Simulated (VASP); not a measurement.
Si5Ge11:

```
CELL_PARAMETERS angstrom
0.00000 5.58573 -5.58573
5.58573 5.58573 0.00000
5.58573 0.00000 -5.58573
ATOMIC_POSITIONS crystal
Ge 0.50000 0.00000 0.50000
Ge 0.00000 0.00000 0.50000
Ge 0.00000 0.50000 0.50000
Ge 0.50000 0.00000 0.00000
Ge 0.50000 0.50000 0.00000
Ge 0.00000 0.50000 0.00000
Ge 0.87500 0.37500 0.37500
Ge 0.87500 0.87500 0.37500
Ge 0.37500 0.37500 0.87500
Ge 0.87500 0.37500 0.87500
Ge 0.87500 0.87500 0.87500
Si 0.50000 0.50000 0.50000
Si 0.00000 0.00000 0.00000
Si 0.37500 0.37500 0.37500
Si 0.37500 0.87500 0.37500
Si 0.37500 0.87500 0.87500
```

The cell was built by a generator and needn't be a form met in nature.

```yaml
Program: VASP 6.6.1
Task: relaxation of cell and atoms
Functional: PBEsol
Potentials_or_basis: VASP PAW PBE potentials, release 64 (Ge_d, Si)
Cutoff: 600 eV
k_mesh: 6 × 6 × 6
Occupations: gaussian, width 0.03 eV
Spin: no spin polarisation
```

At the start: pressure 0.2 GPa; volume 21.78 Å³/atom.

Where does the relaxation end?

Over 8 steps the energy falls by 5.7 meV/atom and the volume is 21.85 Å³/atom (+0.3 %); space group Cm (No. 8, to 0.05 Å).

Step by step:
```
step  energy change (eV)  largest force (eV/Å)  pressure (GPa)  volume (Å³)
   1              0.0000                0.4886            0.21       348.55
   2             -0.0829                0.1567           -0.17       350.01
   3             -0.0899                0.0475           -0.26       350.56
   4             -0.0912                0.0279            0.14       348.66
   5             -0.0915                0.0241            0.05       349.17
   6             -0.0914                0.0239            0.02       349.28
   7             -0.0915                0.0199            0.06       349.26
   8             -0.0915                0.0072           -0.04       349.64
```

Final structure:
```xyz
16
Lattice="0.0002 5.5913 -5.5911 5.5915 5.5915 0.0000 5.5919 -0.0004 -5.5917" Properties=species:S:1:pos:R:3 pbc="T T T"
Ge    2.8127    2.7788   -5.5749
Ge    8.3702    5.6078   -2.8125
Ge    5.5753    2.8129   -2.8125
Ge    5.5922    8.3535   -2.7952
Ge    2.8296    5.5909   -2.7952
Ge    8.3874    2.7956   -5.5921
Ge    4.2101    6.9730   -6.9732
Ge    6.9736    9.8010   -6.9729
Ge    6.9735    4.2095   -6.9738
Ge    6.9736    6.9726   -9.8008
Ge    9.8020    9.8010   -9.8008
Si    5.5924    5.5906   -5.5599
Si   11.1681    5.6065   -5.6082
Si    4.2084    4.2084   -4.2084
Si    6.9746    6.9746   -4.2084
Si    9.8005    6.9741   -6.9745
```

Caveat: the PAW data sets were made with another functional, which shifts forces and pressure a little.
